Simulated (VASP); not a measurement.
Here is the system:

```yaml
crystal:
  lattice:
    - [0.00000, 2.22872, 2.22872]
    - [2.22872, 0.00000, 2.22872]
    - [2.22872, 2.22872, 0.00000]
  atoms:
    - { symbol: Nb, position: [0.00000, 0.00000, 0.00000] }
    - { symbol: C, position: [0.50000, 0.50000, 0.50000] }
```

Level of theory: PBE GGA with D3 dispersion (zero damping), VASP's PBE PAW potentials (set 64) (plane waves; VASP). Settings: 520 eV cut-off, Gaussian smearing of 0.050 eV, potentials Nb_sv C.

### Question
Give the energies of bands 6 to 11 at the high-symmetry points, in eV from the Fermi level.

### Answer

```tsv
band	Γ	X	U	L	W
6	-1.35	-4.25	-5.22	-7.64	-4.70
7	-1.35	-3.89	-4.26	-5.20	-4.43
8	-1.35	-1.35	-3.55	-5.20	-4.43
9	-0.27	-1.35	-0.34	2.13	1.52
10	-0.27	1.98	2.49	2.13	1.52
11	-0.27	3.25	3.43	3.58	3.25
```

It has no gap at this level: it comes out as a metal or semimetal.

The compound is NbC in the rock salt structure. It was relaxed first. The electron count is odd and the run is not spin-polarised, which forces a metal.
